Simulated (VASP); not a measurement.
Consider the following.

```
InAs
1.0
    0.00000     3.08916     3.08916
    3.08916     0.00000     3.08916
    3.08916     3.08916     0.00000
In As
1 1
Cartesian
  0.00000   0.00000   0.00000
  1.54458   1.54458   1.54458
```

Level of theory: modified Becke-Johnson potential (mBJ) with spin-orbit coupling, VASP's PBE PAW potentials (set 64) (plane waves; VASP). Run with 350 eV cut-off, 6×6×6 Γ-centred mesh, Gaussian smearing of 0.050 eV, potentials In_d As.

mBJ is a potential without an energy functional, so only the levels count.

Q: Give the energies of bands 13 to 25 at the high-symmetry points, in eV from the valence-band maximum.

A: 
| band | Γ | X | U | L | W |
|---|---|---|---|---|---|
| 13 | -0.31 | -5.30 | -5.20 | -5.18 | -5.20 |
| 14 | -0.31 | -5.30 | -5.15 | -5.18 | -5.14 |
| 15 | 0.00 | -2.09 | -2.85 | -1.05 | -2.65 |
| 16 | 0.00 | -2.09 | -2.85 | -1.05 | -2.55 |
| 17 | 0.00 | -2.07 | -1.75 | -0.83 | -2.54 |
| 18 | 0.00 | -2.07 | -1.75 | -0.83 | -2.43 |
| 19 | 0.28 | 2.19 | 2.60 | 1.42 | 4.19 |
| 20 | 0.28 | 2.19 | 2.61 | 1.42 | 4.33 |
| 21 | 3.94 | 2.48 | 4.47 | 4.85 | 4.61 |
| 22 | 3.94 | 2.48 | 4.52 | 4.85 | 4.63 |
| 23 | 4.35 | 9.27 | 7.39 | 5.02 | 5.22 |
| 24 | 4.35 | 9.27 | 7.48 | 5.02 | 5.45 |
| 25 | 4.35 | 9.30 | 7.60 | 7.43 | 6.43 |

The gap is direct, 0.29 eV, from the valence maximum at Γ to the conduction minimum at Γ.

The compound is InAs in the zinc blende structure. It was relaxed first, which changed the volume by +6 %. The cell's shape comes from a PBE relaxation.
